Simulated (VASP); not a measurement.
Method: PBEsol GGA, VASP's PBE PAW potentials (set 64) (plane waves; VASP).

VASP input:

**KPOINTS**
```
Automatic mesh
0
Gamma
11 11 11
0 0 0
```

### INCAR
```
! general
SYSTEM  = TiCo
PREC    = Accurate
ENCUT   = 480
LREAL   = .FALSE.
LASPH   = .TRUE.

! electronic loop
EDIFF   = 1E-6
NELM    = 100   ! most electronic steps
ALGO    = Normal
LMAXMIX = 4

! smearing
ISMEAR  = 1
SIGMA   = 0.1   ! width (eV)

! functional
GGA     = PS   ! PBEsol

! ions
IBRION  = 2   ! conjugate gradients
NSW     = 60
ISIF    = 3   ! ions, shape and volume
EDIFFG  = -0.01

! output
LWAVE   = .FALSE.
LCHARG  = .FALSE.
```

POSCAR:
```
TiCo
1
    2.9314486718     0.0000000000    -0.0000000000
    0.0000000000     2.9314486718     0.0000000000
   -0.0000000000     0.0000000000     2.9314486718
Ti Co
1 1
Direct
  0.0000000000   0.0000000000   0.0000000000
  0.5000000000   0.5000000000   0.5000000000
```

POTCAR, in this order: Ti_sv Co (PBE.64 set). Program: vasp_std.

Output

OUTCAR:
```
 ion  position               nearest neighbor table
   1  0.000  0.000  0.000-   2 2.54   2 2.54   2 2.54   2 2.54   2 2.54   2 2.54   2 2.54   2 2.54
  LATTYP: Found a simple cubic cell.
 ALAT       =     2.9314486718
 Subroutine PRICEL returns:
 Original cell was already a primitive cell.
 Subroutine GETGRP returns: Found 48 space group operations
The static configuration has the point symmetry O_h .
The dynamic configuration has the point symmetry O_h .
 Subroutine INISYM returns: Found 48 space group operations
 Subroutine IBZKPT returns following result:
 Found     56 irreducible k-points:

 Following reciprocal coordinates:
            Coordinates               Weight
  0.000000  0.000000  0.000000      1.000000
  0.090909  0.000000  0.000000      6.000000
  0.181818  0.000000  0.000000      6.000000
  0.272727  0.000000  0.000000      6.000000
  0.363636  0.000000  0.000000      6.000000
  0.454545  0.000000  0.000000      6.000000
  0.090909  0.090909  0.000000     12.000000
  0.181818  0.090909  0.000000     24.000000
  0.272727  0.090909  0.000000     24.000000
  0.363636  0.090909  0.000000     24.000000
  0.454545  0.090909  0.000000     24.000000
  0.181818  0.181818  0.000000     12.000000
  0.272727  0.181818  0.000000     24.000000
  0.363636  0.181818  0.000000     24.000000
  0.454545  0.181818  0.000000     24.000000
  0.272727  0.272727  0.000000     12.000000
  0.363636  0.272727  0.000000     24.000000
  0.454545  0.272727  0.000000     24.000000
  0.363636  0.363636  0.000000     12.000000
  0.454545  0.363636  0.000000     24.000000
  0.454545  0.454545  0.000000     12.000000
  0.090909  0.090909  0.090909      8.000000
  0.181818  0.090909  0.090909     24.000000
  0.272727  0.090909  0.090909     24.000000
  0.363636  0.090909  0.090909     24.000000
  0.454545  0.090909  0.090909     24.000000
  0.181818  0.181818  0.090909     24.000000
  0.272727  0.181818  0.090909     48.000000
  0.363636  0.181818  0.090909     48.000000
  0.454545  0.181818  0.090909     48.000000
  0.272727  0.272727  0.090909     24.000000
  0.363636  0.272727  0.090909     48.000000
  0.454545  0.272727  0.090909     48.000000
  0.363636  0.363636  0.090909     24.000000
  0.454545  0.363636  0.090909     48.000000
  0.454545  0.454545  0.090909     24.000000
  0.181818  0.181818  0.181818      8.000000
  0.272727  0.181818  0.181818     24.000000
  0.363636  0.181818  0.181818     24.000000
  0.454545  0.181818  0.181818     24.000000
   k-points           NKPTS =     56   k-points in BZ     NKDIM =     56   number of bands    NBANDS=     14
   number of dos      NEDOS =    301   number of ions     NIONS =      2
   total plane-waves  NPLWV =  13824
   dimension x,y,z NGX =    24 NGY =   24 NGZ =   24
   dimension x,y,z NGXF=    48 NGYF=   48 NGZF=   48
   ions per type =               1   1
   PREC   = accura    normal or accurate (medium, high low for compatibility)
   ISTART =      0    job   : 0-new  1-cont  2-samecut
   ICHARG =      2    charge: 1-file 2-atom 10-const
   ISPIN  =      1    spin polarized calculation?
   LNONCOLLINEAR =      F non collinear calculations
   LSORBIT =      F    spin-orbit coupling
   INIWAV =      1    electr: 0-lowe 1-rand  2-diag
   ENCUT  =  480.0 eV  35.28 Ry    5.94 a.u.   5.24  5.24  5.24*2*pi/ulx,y,z
   NELM   =    100;   NELMIN=  2; NELMDL= -5     # of ELM steps
   EDIFF  = 0.1E-05   stopping-criterion for ELM
   LREAL  =      F    real-space projection
   NLSPLINE    = F    spline interpolate recip. space projectors
   LMAXMIX     =    4 max onsite mixed and CHGCAR
   VOSKOWN=      0    Vosko Wilk Nusair interpolation
...
```

**OSZICAR**
```
       N       E                     dE             d eps       ncg     rms          rms(c)
DAV:   1     0.146171426604E+03    0.14617E+03   -0.99368E+03  1568   0.180E+03
DAV:   2    -0.105239169666E+02   -0.15670E+03   -0.15397E+03  1598   0.403E+02
DAV:   3    -0.191222373461E+02   -0.85983E+01   -0.85435E+01  2386   0.105E+02
DAV:   4    -0.194162626691E+02   -0.29403E+00   -0.28542E+00  1968   0.156E+01
DAV:   5    -0.194255854767E+02   -0.93228E-02   -0.93223E-02  2268   0.267E+00    0.149E+01
DAV:   6    -0.179896189266E+02    0.14360E+01   -0.18952E+01  1652   0.663E+01    0.954E+00
DAV:   7    -0.187555067943E+02   -0.76589E+00   -0.26116E+01  2518   0.561E+01    0.188E+01
DAV:   8    -0.168963367389E+02    0.18592E+01   -0.12964E+01  2326   0.363E+01    0.177E+00
DAV:   9    -0.169072822762E+02   -0.10946E-01   -0.45484E-01  2366   0.703E+00    0.192E+00
DAV:  10    -0.168941543578E+02    0.13128E-01   -0.90183E-02  2168   0.379E+00    0.551E-01
DAV:  11    -0.168915293000E+02    0.26251E-02   -0.12557E-02  2172   0.123E+00    0.233E-01
DAV:  12    -0.168911450254E+02    0.38427E-03   -0.18018E-03  2416   0.408E-01    0.424E-02
DAV:  13    -0.168911224249E+02    0.22601E-04   -0.55603E-05  1732   0.783E-02    0.294E-02
DAV:  14    -0.168911168972E+02    0.55276E-05   -0.29100E-05  2338   0.493E-02    0.447E-03
DAV:  15    -0.168911168767E+02    0.20525E-07   -0.89342E-07   912   0.129E-02
   1 F= -.16891117E+02 E0= -.16891330E+02  d E =-.168911E+02
       N       E                     dE             d eps       ncg     rms          rms(c)
DAV:   1    -0.168925527665E+02   -0.14359E-02   -0.30920E-02  1664   0.280E+00    0.349E-01
DAV:   2    -0.168956515312E+02   -0.30988E-02   -0.39308E-02  2132   0.252E+00    0.752E-01
DAV:   3    -0.168911813247E+02    0.44702E-02   -0.28978E-02  2316   0.199E+00    0.119E-01
DAV:   4    -0.168910942259E+02    0.87099E-04   -0.53946E-04  1958   0.223E-01    0.534E-02
DAV:   5    -0.168910970177E+02   -0.27918E-05   -0.11042E-04  2236   0.719E-02    0.257E-02
DAV:   6    -0.168911104014E+02   -0.13384E-04   -0.23310E-05  2076   0.414E-02    0.254E-02
DAV:   7    -0.168911106407E+02   -0.23931E-06   -0.24588E-05  2352   0.486E-02    0.354E-03
DAV:   8    -0.168911107430E+02   -0.10233E-06   -0.62349E-07   836   0.878E-03
   2 F= -.16891111E+02 E0= -.16891330E+02  d E =0.613368E-05
       N       E                     dE             d eps       ncg     rms          rms(c)
DAV:   1    -0.168915836322E+02   -0.47299E-03   -0.96632E-03  1664   0.157E+00    0.194E-01
DAV:   2    -0.168925416091E+02   -0.95798E-03   -0.12305E-02  2144   0.140E+00    0.422E-01
DAV:   3    -0.168911575650E+02    0.13840E-02   -0.92319E-03  2324   0.111E+00    0.669E-02
DAV:   4    -0.168911296284E+02    0.27937E-04   -0.16616E-04  1954   0.124E-01    0.304E-02
DAV:   5    -0.168911295643E+02    0.64070E-07   -0.36924E-05  2250   0.419E-02    0.143E-02
DAV:   6    -0.168911331128E+02   -0.35485E-05   -0.65615E-06  1978   0.238E-02    0.148E-02
DAV:   7    -0.168911327672E+02    0.34559E-06   -0.85741E-06  2230   0.284E-02
   3 F= -.16891133E+02 E0= -.16891349E+02  d E =-.158905E-04
```

### OUTCAR
```
------------------------ aborting loop because EDIFF is reached ----------------------------------------
  FORCE on cell =-STRESS in cart. coord.  units (eV):
  Direction    XX          YY          ZZ          XY          YZ          ZX
  --------------------------------------------------------------------------------------
  Total        0.0093526      0.0093526      0.0093526     -0.0000000      0.0000000     -0.0000000
  in kB        0.5954088      0.5954088      0.5954088     -0.0000000      0.0000000     -0.0000000
  external PRESSURE =       0.5954088 kB  Pullay stress =       0.0000000 kB
  volume of cell :       25.17
      direct lattice vectors                 reciprocal lattice vectors
     2.930501983  0.000000000 -0.000000000     0.341238466 -0.000000000  0.000000000
     0.000000000  2.930501983  0.000000000    -0.000000000  0.341238466 -0.000000000
    -0.000000000  0.000000000  2.930501983     0.000000000 -0.000000000  0.341238466
 POSITION                                       TOTAL-FORCE (eV/Angst)
 -----------------------------------------------------------------------------------
      0.00000      0.00000      0.00000        -0.000000      0.000000      0.000000
      1.46525      1.46525      1.46525         0.000000      0.000000      0.000000
 -----------------------------------------------------------------------------------
    total drift:                                0.000000      0.000000     -0.000000
  FREE ENERGIE OF THE ION-ELECTRON SYSTEM (eV)
  ---------------------------------------------------
  free  energy   TOTEN  =       -16.8911327672 eV

  energy  without entropy=      -16.8917800027  energy(sigma->0) =      -16.89134851

 reached required accuracy - stopping structural energy minimisation
```
(Selected blocks of OUTCAR.)

CONTCAR:
```
TiCo
   1.00000000000000
     2.9305019833927339    0.0000000000000000   -0.0000000000000000
     0.0000000000000000    2.9305019833927339    0.0000000000000000
    -0.0000000000000000    0.0000000000000000    2.9305019833927339
  Ti              Co
     1     1
Direct
     0.0000000000000000    0.0000000000000000    0.0000000000000000
     0.5000000000000000    0.5000000000000000    0.5000000000000000
```

### OUTCAR
```
 val. band max:       10.4596768400   @ k =   0.4545   0.1818   0.1818

 cond. band min:      10.4864949783   @ k =   0.4545   0.3636   0.0909


 Fermi energy:        10.4786746352

 k-point     1 :       0.0000    0.0000    0.0000
  band No.  band energies     occupation
      1     -46.3848      2.00000
      2     -22.5567      2.00000
      3     -22.5567      2.00000
      4     -22.5567      2.00000
      5       2.5928      2.00000
      6       6.4403      2.00000
      7       6.4403      2.00000
      8       8.9575      2.00000
      9       8.9575      2.00000
     10       8.9575      2.00000
     11      11.3164     -0.00000
     12      11.3164     -0.00000
     13      13.4193      0.00000
     14      13.4193      0.00000

 k-point     2 :       0.0909    0.0000    0.0000
  band No.  band energies     occupation
      1     -46.3815      2.00000
      2     -22.5868      2.00000
      3     -22.5546      2.00000
      4     -22.5546      2.00000
      5       2.7655      2.00000
      6       6.5188      2.00000
      7       6.5240      2.00000
      8       8.9457      2.00000
      9       8.9457      2.00000
     10       8.9895      2.00000
     11      11.2236     -0.00000
     12      11.3520     -0.00000
     13      13.1758      0.00000
     14      13.1758      0.00000

 k-point     3 :       0.1818    0.0000    0.0000
  band No.  band energies     occupation
      1     -46.3726      2.00000
      2     -22.6668      2.00000
      3     -22.5490      2.00000
      4     -22.5490      2.00000
      5       3.2674      2.00000
      6       6.7402      2.00000
      7       6.7476      2.00000
      8       8.9179      2.00000
      9       8.9179      2.00000
     10       9.0785      2.00000
     11      10.9550     -0.00000
     12      11.4241     -0.00000
     13      12.6091      0.00000
     14      12.6091      0.00000

 k-point     4 :       0.2727    0.0000    0.0000
  band No.  band energies     occupation
...
```

The compound is TiCo in the CsCl type structure. This run relaxes it. Symmetry was kept, so distortions that lower it aren't found. The start is the result of an earlier pass. The run is not spin-polarised, so no magnetic state was tried. The electron count is odd and the run is not spin-polarised, which forces a metal.
